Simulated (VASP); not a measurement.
```yaml
crystal:
  lattice:
    - [0.00000, 2.35000, 2.35000]
    - [2.35000, 0.00000, 2.35000]
    - [2.35000, 2.35000, 0.00000]
  atoms:
    - { symbol: Cd, position: [0.00000, 0.00000, 0.00000] }
    - { symbol: O, position: [0.50000, 0.50000, 0.50000] }
```

The base run (VASP): PBE GGA, plane waves, VASP's PBE PAW potentials (set 64). Settings: 520 eV cut-off, 9×9×9 Γ-centred mesh, Gaussian smearing of 0.050 eV, potentials Cd O.

One setting is varied; ΔE counts from the base run. The base run took about 10 core-seconds. Costs are core time on shared hosts, one run each; read them as rough ratios.

Pressures at a finite cut-off, here 520 eV, hold a Pulay part, which wasn't tested here.

```tsv
setting	cost over the base run	electronic steps	ΔE (meV/atom)	pressure (GPa)
PREC = Low	[?]	13	[?]	[?]
PREC = Normal	within a factor of 2	13	0.0	7.52
LASPH = .FALSE.	within a factor of 2	13	0.0	7.52
PREC = Single	within a factor of 2	13	-0.2	7.50
base run	reference	13	0.0	7.51
ADDGRID = .TRUE.	within a factor of 2	13	0.0	7.51
LREAL = Auto	within a factor of 2	13	-0.5	7.52
```

Fill in the missing entries.

- PREC = Low, cost over the base run: about 1/2
- PREC = Low, ΔE (meV/atom): -1.1
- PREC = Low, pressure (GPa): 7.41

Left out are runs that failed, have no time on record or changed the cell.

The compound is CdO in the rock salt structure. The cell was not relaxed at this level.
